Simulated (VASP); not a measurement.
Calculation: r2SCAN meta-GGA, VASP's PBE PAW potentials (set 64) (plane waves; VASP).

A VASP calculation is set up with these files.

### KPOINTS
```
Automatic mesh
0
gamma
5 5 5
0 0 0
```

### POSCAR
```
HfSiO4
1
   -3.2779386235     3.2779386235     2.9794708328
    3.2779386235    -3.2779386235     2.9794708328
    3.2779386235     3.2779386235    -2.9794708328
Hf Si O
2 2 8
Direct
  1.0000000000   1.0000000000   0.0000000000
  0.7500000000   0.2500000000   0.5000000000
  0.2500000000   0.7500000000   0.5000000000
  0.5000000000   0.5000000000   0.0000000000
  0.1321311346   0.3178217247   0.8143094099
  0.0678217247   0.7535123147   0.6856905901
  0.5035123147   0.3178217247   0.1856905901
  0.0678217247   0.3821311346   0.3143094099
  0.6178688654   0.9321782753   0.6856905901
  0.6821782753   0.8678688654   0.1856905901
  0.2464876853   0.9321782753   0.3143094099
  0.6821782753   0.4964876853   0.8143094099
```

INCAR:
```
! general
SYSTEM =HfSiO4
PREC   =Accurate
ENCUT  =520   ! plane-wave cut-off (eV)
LREAL  =.FALSE.   ! projection in real space or not
LASPH  =.TRUE.   ! aspherical one-centre terms

! electronic loop
EDIFF  =1E-6
NELM   =100
ALGO   =Normal   ! blocked Davidson
LMAXMIX=6   ! l cut-off of mixed one-centre charges
LMIXTAU=.TRUE.

! smearing
ISMEAR =0   ! Gaussian
SIGMA  =0.05   ! width (eV)

! functional
METAGGA=R2SCAN

! ions
IBRION =2   ! conjugate gradients
NSW    =60   ! most ionic steps
ISIF   =3   ! ions, shape and volume
EDIFFG =-0.02   ! ionic stop

! output
LWAVE  =.FALSE.
LCHARG =.FALSE.
```

POTCAR, in this order: Hf_pv Si O (PBE.64 set). Program: vasp_std.

The run wrote:

OUTCAR:
```
 ion  position               nearest neighbor table
   1  0.000  0.000  0.000-   8 2.10   9 2.10   6 2.10  11 2.10   7 2.25  12 2.25   5 2.25  10 2.25
                             4 2.98   4 2.98   2 3.60   2 3.60   2 3.60   2 3.60
   2  0.750  0.250  0.500-   5 2.10  10 2.10   7 2.10  12 2.10  11 2.25   6 2.25   9 2.25   8 2.25
                             3 2.98   3 2.98   1 3.60   1 3.60   1 3.60   1 3.60
   3  0.250  0.750  0.500-  11 1.63   6 1.63   9 1.63   8 1.63   2 2.98   2 2.98
   4  0.500  0.500  0.000-   7 1.63  12 1.63  10 1.63   5 1.63   1 2.98   1 2.98
   5  0.132  0.318  0.814-   4 1.63   2 2.10   1 2.25
   6  0.068  0.754  0.686-   3 1.63   1 2.10   2 2.25
   7  0.504  0.318  0.186-   4 1.63   2 2.10   1 2.25
   8  0.068  0.382  0.314-   3 1.63   1 2.10   2 2.25
   9  0.618  0.932  0.686-   3 1.63   1 2.10   2 2.25
  10  0.682  0.868  0.186-   4 1.63   2 2.10   1 2.25
  11  0.246  0.932  0.314-   3 1.63   1 2.10   2 2.25
  12  0.682  0.496  0.814-   4 1.63   2 2.10   1 2.25
  LATTYP: Found a body centered tetragonal cell.
 ALAT       =     6.5558772470
 C/A-ratio  =     0.9089464981
 Subroutine PRICEL returns:
 Original cell was already a primitive cell.
 Subroutine GETGRP returns: Found 16 space group operations
The static configuration has the point symmetry D_2d.
 The point group associated with its full space group is D_4h.
The dynamic configuration has the point symmetry D_2d.
 Subroutine INISYM returns: Found 16 space group operations
 Subroutine IBZKPT returns following result:
 Found     18 irreducible k-points:

 Following reciprocal coordinates:
            Coordinates               Weight
  0.000000  0.000000  0.000000      1.000000
  0.200000  0.000000  0.000000      8.000000
  0.400000  0.000000  0.000000      8.000000
  0.200000  0.200000  0.000000      8.000000
  0.400000  0.200000  0.000000     16.000000
 -0.400000  0.200000  0.000000     16.000000
 -0.200000  0.200000  0.000000      4.000000
  0.400000  0.400000  0.000000      8.000000
 -0.400000  0.400000  0.000000      4.000000
  0.200000  0.200000  0.200000      8.000000
...
```

### OSZICAR
```
       N       E                     dE             d eps       ncg     rms          rms(c)
DAV:   1     0.404946628071E+03    0.40495E+03   -0.44114E+04  1620   0.169E+03
DAV:   2    -0.206417189679E+03   -0.61136E+03   -0.60069E+03  2054   0.410E+02
DAV:   3    -0.236057474309E+03   -0.29640E+02   -0.29567E+02  1904   0.906E+01
DAV:   4    -0.236456094966E+03   -0.39862E+00   -0.39795E+00  2056   0.113E+01
DAV:   5    -0.236462356345E+03   -0.62614E-02   -0.62576E-02  1955   0.130E+00    0.805E+01
DAV:   6    -0.201783589066E+03    0.34679E+02   -0.51560E+01  1976   0.330E+01    0.612E+01
DAV:   7    -0.197703153854E+03    0.40804E+01   -0.69250E+00  2008   0.160E+01    0.290E+01
DAV:   8    -0.207987385871E+03   -0.10284E+02   -0.47497E+00  1918   0.141E+01    0.747E+00
DAV:   9    -0.194183766111E+03    0.13804E+02   -0.50879E+00  1770   0.111E+01    0.784E+00
DAV:  10    -0.197483930401E+03   -0.33002E+01   -0.24099E+00  1804   0.904E+00    0.300E+00
DAV:  11    -0.197606662127E+03   -0.12273E+00   -0.54362E-02  1984   0.151E+00    0.170E+00
DAV:  12    -0.197603793481E+03    0.28686E-02   -0.42569E-02  1780   0.164E+00    0.219E-01
DAV:  13    -0.197632802178E+03   -0.29009E-01   -0.19596E-02  1785   0.116E+00    0.238E-01
DAV:  14    -0.197633467671E+03   -0.66549E-03   -0.54723E-04  2048   0.159E-01    0.227E-01
DAV:  15    -0.197635352326E+03   -0.18847E-02   -0.21377E-03  1780   0.349E-01    0.275E-01
DAV:  16    -0.197636008284E+03   -0.65596E-03   -0.31332E-04  1800   0.154E-01    0.114E-01
DAV:  17    -0.197636014114E+03   -0.58300E-05   -0.50606E-05  1795   0.651E-02    0.680E-02
DAV:  18    -0.197636111206E+03   -0.97092E-04   -0.23888E-05  1800   0.417E-02    0.339E-02
DAV:  19    -0.197636099787E+03    0.11419E-04   -0.13288E-05  1800   0.287E-02    0.154E-02
DAV:  20    -0.197636111884E+03   -0.12097E-04   -0.59081E-06  1752   0.147E-02    0.644E-03
DAV:  21    -0.197636112536E+03   -0.65183E-06   -0.12978E-06  1224   0.944E-03
   1 F= -.19763611E+03 E0= -.19763611E+03  d E =-.197636E+03
       N       E                     dE             d eps       ncg     rms          rms(c)
DAV:   1    -0.197606698343E+03    0.29414E-01   -0.21807E+01  1625   0.254E+01    0.396E+00
DAV:   2    -0.197607627902E+03   -0.92956E-03   -0.47334E-01  2024   0.366E+00    0.241E+00
DAV:   3    -0.197599477903E+03    0.81500E-02   -0.36563E-02  1976   0.123E+00    0.979E-01
DAV:   4    -0.197596404797E+03    0.30731E-02   -0.16196E-02  1760   0.821E-01    0.309E-01
DAV:   5    -0.197594434943E+03    0.19699E-02   -0.16353E-02  1765   0.102E+00    0.201E-01
DAV:   6    -0.197605448814E+03   -0.11014E-01   -0.62275E-03  1735   0.634E-01    0.486E-02
DAV:   7    -0.197605706157E+03   -0.25734E-03   -0.37785E-04  1880   0.151E-01    0.162E-02
DAV:   8    -0.197605804195E+03   -0.98038E-04   -0.11945E-04  1830   0.101E-01    0.273E-02
DAV:   9    -0.197605852142E+03   -0.47947E-04   -0.98375E-06  1904   0.265E-02    0.120E-02
DAV:  10    -0.197605865521E+03   -0.13379E-04   -0.40521E-06  1689   0.136E-02    0.650E-03
DAV:  11    -0.197605870102E+03   -0.45809E-05   -0.30164E-06  1582   0.170E-02    0.655E-04
DAV:  12    -0.197605870866E+03   -0.76409E-06   -0.48953E-07  1089   0.642E-03
   2 F= -.19760587E+03 E0= -.19760587E+03  d E =0.302417E-01
       N       E                     dE             d eps       ncg     rms          rms(c)
DAV:   1    -0.197651762508E+03   -0.45892E-01   -0.88590E+00  1625   0.161E+01    0.246E+00
DAV:   2    -0.197651730211E+03    0.32297E-04   -0.19387E-01  2032   0.233E+00    0.151E+00
DAV:   3    -0.197646767340E+03    0.49629E-02   -0.16074E-02  1992   0.798E-01    0.620E-01
DAV:   4    -0.197645925378E+03    0.84196E-03   -0.71763E-03  1780   0.538E-01    0.193E-01
DAV:   5    -0.197645534540E+03    0.39084E-03   -0.68998E-03  1785   0.641E-01    0.108E-01
DAV:   6    -0.197649754598E+03   -0.42201E-02   -0.23665E-03  1760   0.374E-01    0.374E-02
DAV:   7    -0.197649871387E+03   -0.11679E-03   -0.13696E-04  2006   0.734E-02    0.115E-02
DAV:   8    -0.197649741543E+03    0.12984E-03   -0.67017E-05  1775   0.734E-02    0.232E-02
DAV:   9    -0.197649854390E+03   -0.11285E-03   -0.15672E-05  1800   0.363E-02    0.980E-03
DAV:  10    -0.197649870804E+03   -0.16415E-04   -0.69366E-06  1892   0.186E-02    0.357E-03
DAV:  11    -0.197649878012E+03   -0.72082E-05   -0.22648E-06  1259   0.140E-02    0.213E-03
DAV:  12    -0.197649878090E+03   -0.77132E-07   -0.15332E-07  1065   0.270E-03
   3 F= -.19764988E+03 E0= -.19764988E+03  d E =-.137656E-01
       N       E                     dE             d eps       ncg     rms          rms(c)
DAV:   1    -0.197657684698E+03   -0.78067E-02   -0.44799E-01  1645   0.394E+00    0.159E+00
DAV:   2    -0.197651270418E+03    0.64143E-02   -0.29987E-02  1848   0.882E-01    0.409E-01
DAV:   3    -0.197650371782E+03    0.89864E-03   -0.14452E-03  1755   0.232E-01    0.171E-01
DAV:   4    -0.197650217101E+03    0.15468E-03   -0.78092E-04  1889   0.191E-01    0.136E-01
DAV:   5    -0.197650151273E+03    0.65829E-04   -0.54330E-04  1690   0.179E-01    0.949E-02
DAV:   6    -0.197650376451E+03   -0.22518E-03   -0.93207E-05  1770   0.718E-02    0.128E-02
DAV:   7    -0.197650408878E+03   -0.32427E-04   -0.36987E-05  1751   0.439E-02    0.167E-02
DAV:   8    -0.197650426762E+03   -0.17884E-04   -0.16648E-05  1795   0.276E-02    0.154E-02
DAV:   9    -0.197650425934E+03    0.82790E-06   -0.28626E-06  1380   0.126E-02
   4 F= -.19765043E+03 E0= -.19765043E+03  d E =-.547845E-03
       N       E                     dE             d eps       ncg     rms          rms(c)
DAV:   1    -0.197651910485E+03   -0.14837E-02   -0.63131E-02  1645   0.148E+00    0.595E-01
DAV:   2    -0.197650938769E+03    0.97172E-03   -0.42421E-03  1848   0.332E-01    0.153E-01
DAV:   3    -0.197650809810E+03    0.12896E-03   -0.20294E-04  1755   0.874E-02    0.640E-02
DAV:   4    -0.197650757715E+03    0.52095E-04   -0.11050E-04  1889   0.718E-02    0.512E-02
DAV:   5    -0.197650773692E+03   -0.15978E-04   -0.73729E-05  1705   0.661E-02    0.362E-02
DAV:   6    -0.197650791182E+03   -0.17490E-04   -0.12865E-05  1770   0.266E-02    0.473E-03
DAV:   7    -0.197650795255E+03   -0.40727E-05   -0.51161E-06  1761   0.163E-02    0.647E-03
DAV:   8    -0.197650794776E+03    0.47950E-06   -0.21595E-06  1189   0.104E-02
   5 F= -.19765079E+03 E0= -.19765079E+03  d E =-.916686E-03
       N       E                     dE             d eps       ncg     rms          rms(c)
DAV:   1    -0.197650818280E+03   -0.23025E-04   -0.10255E-03  1695   0.188E-01    0.774E-02
DAV:   2    -0.197650796692E+03    0.21588E-04   -0.67354E-05  1840   0.421E-02    0.205E-02
DAV:   3    -0.197650794822E+03    0.18698E-05   -0.38823E-06  1626   0.125E-02    0.824E-03
DAV:   4    -0.197650790478E+03    0.43445E-05   -0.22012E-06  1238   0.110E-02    0.500E-03
DAV:   5    -0.197650793391E+03   -0.29129E-05   -0.21383E-06  1129   0.115E-02    0.389E-03
DAV:   6    -0.197650793101E+03    0.28945E-06   -0.33397E-07   940   0.400E-03
   6 F= -.19765079E+03 E0= -.19765079E+03  d E =-.915012E-03
       N       E                     dE             d eps       ncg     rms          rms(c)
DAV:   1    -0.197651109819E+03   -0.31643E-03   -0.96693E-02  1630   0.170E+00    0.224E-01
DAV:   2    -0.197651126081E+03   -0.16262E-04   -0.21368E-03  1795   0.244E-01    0.111E-01
DAV:   3    -0.197651079001E+03    0.47079E-04   -0.73974E-05  1864   0.650E-02    0.583E-02
DAV:   4    -0.197651051118E+03    0.27883E-04   -0.87951E-05  1800   0.609E-02    0.132E-02
DAV:   5    -0.197651065035E+03   -0.13917E-04   -0.68299E-05  1735   0.662E-02    0.144E-02
DAV:   6    -0.197651088062E+03   -0.23027E-04   -0.10719E-05  1787   0.222E-02    0.838E-03
DAV:   7    -0.197651087146E+03    0.91565E-06   -0.75321E-07  1113   0.700E-03
   7 F= -.19765109E+03 E0= -.19765109E+03  d E =-.294045E-03
```

### OUTCAR
```
------------------------ aborting loop because EDIFF is reached ----------------------------------------
  FORCE on cell =-STRESS in cart. coord.  units (eV):
  Direction    XX          YY          ZZ          XY          YZ          ZX
  --------------------------------------------------------------------------------------
  Total       -0.0607033     -0.0607033     -0.0136155      0.0000000     -0.0000000      0.0000000
  in kB       -0.7583676     -0.7583676     -0.1700986      0.0000000     -0.0000000      0.0000000
  external PRESSURE =      -0.5622780 kB  Pullay stress =       0.0000000 kB
  volume of cell :      128.25
      direct lattice vectors                 reciprocal lattice vectors
    -3.278778698  3.278778698  2.982350220     0.000000000  0.152495806  0.167653013
     3.278778698 -3.278778698  2.982350220     0.152495806  0.000000000  0.167653013
     3.278778698  3.278778698 -2.982350220     0.152495806  0.152495806  0.000000000
 POSITION                                       TOTAL-FORCE (eV/Angst)
 -----------------------------------------------------------------------------------
     -3.27878      3.27878      2.98235        -0.000000     -0.000000     -0.000000
      0.00000      3.27878      1.49118        -0.000000     -0.000000     -0.000000
      3.27878      0.00000      1.49118        -0.000000     -0.000000     -0.000000
      0.00000      0.00000      2.98235        -0.000000     -0.000000     -0.000000
      3.27878      2.06532     -1.07900        -0.000000     -0.009033      0.010328
      4.49224      0.00000      0.41218         0.009033     -0.000000      0.010328
      0.00000      1.21346      1.90335        -0.000000      0.009033      0.010328
      2.06532      0.00000      0.41218        -0.009033     -0.000000      0.010328
      3.27878      1.21346      2.57017        -0.000000      0.009033     -0.010328
      1.21346     -0.00000      4.06135         0.009033     -0.000000     -0.010328
      3.27878     -1.21346      2.57017        -0.000000     -0.009033     -0.010328
      2.06532      3.27878      1.07900        -0.009033      0.000000     -0.010328
 -----------------------------------------------------------------------------------
    total drift:                                0.000000     -0.000000     -0.000000
  FREE ENERGIE OF THE ION-ELECTRON SYSTEM (eV)
  ---------------------------------------------------
  free  energy   TOTEN  =      -197.6510871463 eV

  energy  without entropy=     -197.6510871463  energy(sigma->0) =     -197.65108715

 reached required accuracy - stopping structural energy minimisation
```
(Selected blocks of OUTCAR.)

**CONTCAR**
```
HfSiO4
   1.00000000000000
    -3.2787786977952091    3.2787786977952091    2.9823502202196117
     3.2787786977952091   -3.2787786977952091    2.9823502202196117
     3.2787786977952091    3.2787786977952091   -2.9823502202196117
  Hf              Si              O
     2     2     8
Direct
     1.0000000000000000    0.0000000000000000    0.0000000000000000
     0.7500000000000000    0.2500000000000000    0.5000000000000000
     0.2500000000000000    0.7500000000000000    0.5000000000000000
     0.5000000000000000    0.5000000000000000    0.0000000000000000
     0.1340547973666709    0.3191027503647729    0.8149520470018982
     0.0691027503647729    0.7541507032628733    0.6850479529981018
     0.5041507032628733    0.3191027503647729    0.1850479529981021
     0.0691027503647729    0.3840547973666709    0.3149520470018979
     0.6159452026333293    0.9308972496352269    0.6850479529981018
     0.6808972496352269    0.8659452026333293    0.1850479529981021
     0.2458492967371339    0.9308972496352269    0.3149520470018979
     0.6808972496352269    0.4958492967371267    0.8149520470018982
```

The structure comes from a computed database's HfSiO4 entry (I4_1/amd); how it stands against other phases isn't given here. This run relaxes it. Symmetry was kept, so distortions that lower it aren't found. The start is the result of an earlier pass.
